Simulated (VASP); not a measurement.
A run of VASP 6.6.1 is set up as follows.

run.py

```python
from ase.calculators.vasp import Vasp
from ase.dft.bandgap import bandgap
from ase.io import read

atoms = read('LiPm3.cif', primitive_cell=True, subtrans_included=False)
atoms.set_initial_magnetic_moments([4.0, 4.0, 4.0, 0.0])
calc = Vasp(
    directory='calc',
    xc='pbe',
    pp='PBE',
    setups={'base': 'minimal', 'Pm': '_3', 'Li': '_sv'},
    prec='Accurate',
    encut=600,
    ediff=1e-06,
    ismear=0,
    sigma=0.02,
    lreal=False,
    lasph=True,
    nelm=150,
    algo='Fast',
    isif=2,
    lwave=False,
    lcharg=False,
    ispin=2,
    lorbit=11,
    lmaxmix=6,
    kpts=[6, 6, 6],
    gamma=True,
)
atoms.calc = calc

print('energy (eV):', atoms.get_potential_energy())
print('free energy (eV):', atoms.get_potential_energy(force_consistent=True))
print('forces (eV/A):')
print(atoms.get_forces())
print('stress (eV/A^3, Voigt):', atoms.get_stress())
print('Fermi level (eV):', calc.get_fermi_level())
print('moment (muB):', atoms.get_magnetic_moment())
print('site moments (muB):', atoms.get_magnetic_moments())
gap, top, bottom = bandgap(calc)
print('band gap (eV):', gap, 'from (spin, k, band)', top, 'to', bottom)
```

Contents of LiPm3.cif:

```cif
data_LiPm3
_cell_length_a 4.99894200
_cell_length_b 4.99894200
_cell_length_c 4.99894200
_cell_angle_alpha 90.00000000
_cell_angle_beta 90.00000000
_cell_angle_gamma 90.00000000
_space_group_name_H-M_alt 'Pm-3m'
_space_group_name_Hall '-P 4 2 3'
_space_group_IT_number 221
loop_
_space_group_symop_operation_xyz
'x,y,z'
'-x,-y,-z'
'-y,x,z'
'y,-x,-z'
'-x,-y,z'
'x,y,-z'
'y,-x,z'
'-y,x,-z'
'x,-y,-z'
'-x,y,z'
'-y,-x,-z'
'y,x,z'
'-x,y,-z'
'x,-y,z'
'y,x,-z'
'-y,-x,z'
'z,x,y'
'-z,-x,-y'
'z,-y,x'
'-z,y,-x'
'z,-x,-y'
'-z,x,y'
'z,y,-x'
'-z,-y,x'
'-z,x,-y'
'z,-x,y'
'-z,-y,-x'
'z,y,x'
'-z,-x,y'
'z,x,-y'
'-z,y,x'
'z,-y,-x'
'y,z,x'
'-y,-z,-x'
'x,z,-y'
'-x,-z,y'
'-y,z,-x'
'y,-z,x'
'-x,z,y'
'x,-z,-y'
'-y,-z,x'
'y,z,-x'
'-x,-z,-y'
'x,z,y'
'y,-z,-x'
'-y,z,x'
'x,-z,y'
'-x,z,-y'
loop_
_atom_site_label
_atom_site_type_symbol
_atom_site_symmetry_multiplicity
_atom_site_Wyckoff_symbol
_atom_site_fract_x
_atom_site_fract_y
_atom_site_fract_z
_atom_site_occupancy
Pm1 Pm 3 c 0.0000000000 0.5000000000 0.5000000000 1
Li1 Li 1 a 0.0000000000 0.0000000000 0.0000000000 1
```

Potentials or basis: VASP PAW PBE potentials, release 64 (Pm_3, Li_sv), 4f in core.

Launch:

```bash
$ python run.py
```

**Question.** Estimate the band gap on the k mesh.

**Answer.** None (metal or under the smearing width).

**Question.** Predict the net moment.

**Answer.** 0.00 μB per cell.

**Question.** Estimate the pressure.

**Answer.** -0.1 GPa.

Caveat: the cutoff is under 1.25 times the usual one of these potentials, so pressure, stress and relaxed cells hold a basis-set (Pulay) error; the magnetic or orbital state may not be the lowest; spin-orbit coupling is left out, which moves the levels of the heavy elements; the 4f electrons are frozen in the core as for a trivalent ion, so they carry no moment and show no levels. The state reached can hang on the start; a lower one may exist.
